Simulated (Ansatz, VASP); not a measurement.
# Na3AlO3: VASP beside Ansatz

```
CELL_PARAMETERS angstrom
4.92304 2.84232 1.30472
-4.92304 2.84232 1.30472
0.00000 -5.68464 1.30472
ATOMIC_POSITIONS crystal
Na 0.98542 0.54950 0.54950
Na 0.54950 0.98542 0.54950
Na 0.54950 0.54950 0.98542
Al 0.13374 0.13374 0.13374
O 0.62656 0.97761 0.97761
O 0.97761 0.62656 0.97761
O 0.97761 0.97761 0.62656
```

Change from the starting cell: species swapped into the Li3SbS3 type (R3m, No. 160).

Alike in both runs: task relaxation of cell and atoms; functional PBE; k mesh 3 × 3 × 3; occupations gaussian, width 0.15 eV; no spin polarisation.

|  | VASP | Ansatz |
| --- | --- | --- |
| version | VASP 6.6.1 | Ansatz 0.2.0 |
| potentials or method | VASP PAW PBE potentials, release 64 (Na_pv, Al, O) | scalar-relativistic, plane waves, PAW |
| plane-wave cutoff (eV) | 600 | 420 |
| valence electrons in the cell | 42 | 48 |

|  | VASP | Ansatz | Ansatz less VASP |
| --- | --- | --- | --- |
| gap on the k mesh at the Fermi level, each at its own relaxed structure (eV) | 2.13 | 2.14 | +0.006 |
| relaxed volume (Å³/atom) | 15.44 | 15.56 | +0.125 |
| relaxed cell length with the largest relative difference (Å) | 5.999 | 6.000 | +0.0012 |
| energy change over the relaxation (meV/atom) | -749 | -752 | -3.1 |

The two sets of potentials don't hold the same shells in valence.

Caveats: the k mesh is coarse (spacing up to 0.59 Å⁻¹), so the values aren't converged; an odd mesh through Γ misses points on the zone boundary, where band edges often lie.
